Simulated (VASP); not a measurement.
Here is the system:

```
Mo3Si
1.0
    4.89000     0.00000     0.00000
    0.00000     4.89000     0.00000
    0.00000     0.00000     4.89000
Si Mo
2 6
Direct
  0.49899   0.49961   0.49245
  0.00147   0.01185   0.98773
  0.24264   0.98991   0.48098
  0.49364   0.26107   0.01821
  0.50232   0.74031   0.01324
  0.74245   0.98555   0.49130
  0.00448   0.50739   0.76274
  0.01401   0.50431   0.25335
```

Level of theory: PBE GGA, VASP's PBE PAW potentials (set 64) (plane waves; VASP 6.6.1). Run with EDIFF = 1E-03, 300 eV cut-off, 5×5×5 Γ-centred mesh, first-order Methfessel-Paxton smearing of 0.10 eV, potentials Si Mo_sv.

At this cut-off the stress carries a Pulay error, which pulls relaxed volumes low.

Q: The ions are relaxed. Which structure does the run end with?

A: 
```
Mo3Si
1.0
    4.89000     0.00000     0.00000
    0.00000     4.89000     0.00000
    0.00000     0.00000     4.89000
Si Mo
2 6
Direct
  0.50007   0.49993   0.50004
  0.00006   0.99996   0.99997
  0.24983   0.00000   0.49990
  0.50003   0.24995   0.99997
  0.50011   0.75006   0.99991
  0.74995   0.99995   0.50000
  0.99994   0.50008   0.75016
  0.00002   0.50007   0.25004
```
Space group Pm-3n (223), at a tolerance of 0.03 Å.

Q: How much energy does the relaxation gain?

A: The energy (σ→0) changes by -58.8 meV/atom, in 12 ionic steps.

```csv
step,E(σ→0) (eV),max force (eV/Å),pressure (GPa),volume (Å³)
1,-78.5809,2.458,4.79,116.93
2,-78.9575,1.244,2.31,116.93
3,-78.9716,0.815,2.30,116.93
4,-79.0329,0.434,2.02,116.93
5,-79.0327,0.431,2.02,116.93
6,-79.0465,0.198,1.97,116.93
7,-79.0499,0.120,1.96,116.93
8,-79.0509,0.082,1.96,116.93
9,-79.0510,0.055,1.96,116.93
10,-79.0510,0.062,1.96,116.93
11,-79.0510,0.053,1.96,116.93
12,-79.0513,0.029,1.96,116.93
```

The structure is a typed Mo3Si crystal. In the starting cell atoms are displaced from their ideal sites. This run relaxes the ions in a fixed cell. The run is one of a series of settings (EDIFF = 1E-03, EDIFFG = -0.03, IBRION = 2, NSW = 50 against the base run), some of them coarse on purpose.
